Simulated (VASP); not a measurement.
Given:

```
PtTe2
1.0
    2.01345    -3.48739     0.00000
    2.01345     3.48739     0.00000
    0.00000     0.00000     5.06480
Te Pt
2 1
Direct
  0.33333   0.66667   0.26406
  0.66667   0.33333   0.73594
  0.00000   0.00000   0.00000
```

These are LDA (Ceperley-Alder, Perdew-Zunger), VASP's LDA PAW potentials (set 64) (plane waves; VASP 6.6.1) values and carry that method's errors. Settings: 520 eV cut-off, Gaussian smearing of 0.050 eV, potentials Te Pt.

**Question.** Give the energies of bands 3 to 14 at the high-symmetry points, in eV from the Fermi level.

**Answer.** 
| band | Γ | M | K | A | L | H |
|---|---|---|---|---|---|---|
| 3 | -6.95 | -6.86 | -6.96 | -5.81 | -7.43 | -6.33 |
| 4 | -5.93 | -5.23 | -5.70 | -5.81 | -6.08 | -6.33 |
| 5 | -5.93 | -4.93 | -5.70 | -4.55 | -5.59 | -6.03 |
| 6 | -3.90 | -3.87 | -4.46 | -3.94 | -4.54 | -4.43 |
| 7 | -3.90 | -3.69 | -4.46 | -3.94 | -3.62 | -4.15 |
| 8 | -2.75 | -3.59 | -3.78 | -2.37 | -3.53 | -4.15 |
| 9 | -0.56 | -3.54 | -1.98 | -1.39 | -3.34 | -3.60 |
| 10 | -0.56 | -3.40 | -1.90 | -1.39 | -2.43 | -2.81 |
| 11 | 0.79 | -2.97 | -1.90 | -1.38 | -0.73 | -2.81 |
| 12 | 0.79 | 0.04 | -0.23 | 2.24 | 0.23 | 2.65 |
| 13 | 1.61 | 2.67 | -0.23 | 2.24 | 1.32 | 2.65 |
| 14 | 2.41 | 3.86 | 2.55 | 4.11 | 4.29 | 5.86 |

It has no gap at this level: it comes out as a metal or semimetal.

The compound is PtTe2 in the 1T layered structure. It was relaxed first.
